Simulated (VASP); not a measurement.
Here is the system:

```
CrGe2
1.0
    4.62021     0.00000     0.00000
   -2.31010     4.00122     0.00000
    0.00000     0.00000     2.79700
Cr Ge
1 2
Cartesian
  0.00000   0.00000   0.00000
  0.00000   2.66748   1.39850
  2.31011   1.33374   1.39850
```
Starting moments (μB, in the order of the record's atoms Cr Ge Ge): 3.9 0.0 0.0.

All values below come from r2SCAN meta-GGA, VASP's PBE PAW potentials (set 64) (plane waves; VASP). Run with 400 eV cut-off, 9×9×12 Γ-centred mesh, tetrahedra with Blöchl corrections, potentials Cr_pv Ge_d.

The moments were started parallel, and other spin orders were not tried in this run.

Problem. Give the spin-up energies of bands 15 to 25 at the high-symmetry points, in eV from the Fermi level.

Solution. 
```json
[
 {"band": "15", "Γ": "-6.11", "M": "-10.47", "K": "-11.01", "A": "-6.68", "L": "-6.68", "H": "-7.71"},
 {"band": "16", "Γ": "-4.74", "M": "-5.11", "K": "-7.19", "A": "-3.05", "L": "-4.83", "H": "-4.36"},
 {"band": "17", "Γ": "-4.74", "M": "-4.80", "K": "-2.79", "A": "-3.05", "L": "-4.21", "H": "-4.36"},
 {"band": "18", "Γ": "-3.20", "M": "-2.44", "K": "-2.17", "A": "-1.87", "L": "-4.08", "H": "-3.65"},
 {"band": "19", "Γ": "-1.01", "M": "-2.07", "K": "-2.17", "A": "-1.76", "L": "-1.43", "H": "-1.64"},
 {"band": "20", "Γ": "-1.01", "M": "-0.95", "K": "-0.91", "A": "-1.76", "L": "-1.29", "H": "-1.64"},
 {"band": "21", "Γ": "-0.84", "M": "-0.85", "K": "-0.91", "A": "-0.78", "L": "-1.28", "H": "-1.45"},
 {"band": "22", "Γ": "-0.84", "M": "-0.65", "K": "1.41", "A": "-0.78", "L": "-0.36", "H": "-1.00"},
 {"band": "23", "Γ": "0.34", "M": "2.17", "K": "1.41", "A": "-0.45", "L": "0.36", "H": "-1.00"},
 {"band": "24", "Γ": "0.34", "M": "3.71", "K": "2.12", "A": "0.31", "L": "0.59", "H": "2.09"},
 {"band": "25", "Γ": "1.99", "M": "5.45", "K": "2.83", "A": "2.16", "L": "2.15", "H": "2.60"}
]
```

Problem. Give the spin-down energies of bands 15 to 25 at the high-symmetry points, in eV from the Fermi level.

Solution. 
```
band      Γ       M       K      A      L      H
----  -----  ------  ------  -----  -----  -----
15    -6.27  -10.46  -11.12  -6.38  -6.77  -7.69
16    -4.15   -5.04   -6.70  -1.84  -4.83  -4.21
17    -4.15   -3.80   -0.21  -0.93  -3.68  -4.21
18    -0.58    1.33   -0.21  -0.93  -3.02  -3.59
19    -0.58    1.48    0.91  -0.76   0.02   1.38
20     0.31    3.51    3.69  -0.34   2.48   1.66
21     3.94    3.58    3.69  -0.34   2.85   1.66
22     3.94    3.79    4.06   2.04   3.03   3.29
23     4.34    3.91    4.06   2.04   3.60   3.29
24     4.34    6.66    4.43   4.85   4.05   5.65
25     5.24    7.24    7.10   6.25   4.32   5.65
```

It has no gap at this level: it comes out as a metal or semimetal.

The structure was generated: CrGe2 was put into the AlB2 type (P6/mmm), which need not be its known phase. It was relaxed first, which changed the volume by -38 %.
